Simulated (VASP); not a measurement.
Runs of VASP 6.6.1 on Y. Symmetry: P6_3/mmc, No. 194, hexagonal system. The conventional cell has a = 3.647 Å, b = 3.647 Å, c = 5.731 Å, α = 90.00°, β = 90.00°, γ = 120.00°. Y (site symmetry -6m2) is surrounded by 12 Y at 3.56 to 3.65 Å. 

```csv
level,potentials or basis,k mesh,cutoff (eV),gap on the mesh (eV),pressure (GPa),relaxed volume (Å³/atom)
PBE,"VASP PAW PBE potentials, release 64 (Y_sv)",6 × 6 × 4,300,none,0.0,(b)
PBE,"VASP PAW PBE potentials, release 64 (Y_sv)",12 × 12 × 7,600,none,0.0,32.87
PBEsol,"VASP PAW PBE potentials, release 64 (Y_sv)",12 × 12 × 7,600,none,0.0,31.30
r2SCAN,"VASP PAW PBE potentials, release 64 (Y_sv)",12 × 12 × 7,600,none,0.0,(a)
LDA,"VASP PAW LDA potentials, release 64 (Y_sv)",12 × 12 × 7,600,none,0.0,29.82
PBE+D3(BJ),"VASP PAW PBE potentials, release 64 (Y_sv)",12 × 12 × 7,600,none,0.0,31.49
AM05,"VASP PAW PBE potentials, release 64 (Y_sv)",12 × 12 × 7,600,none,0.0,31.67
```

Alike in all rows: task relaxation of cell and atoms; no spin polarisation; cell relaxed; smearing methfessel-paxton 0.1 eV.

Task: Estimate the missing entries.

Result: (a) 33.55; (b) 32.79.

Caveats: the PAW data sets were made with another functional, which shifts forces and pressure a little (some runs); pairwise dispersion overbinds metals, which lowers pressure and volume (some runs).

A k mesh can miss the band edges, and the runs leave out spin-orbit coupling on Y.

A gap of «none» marks a metal or a gap under the smearing width.

Not every run made on this cell is shown here.
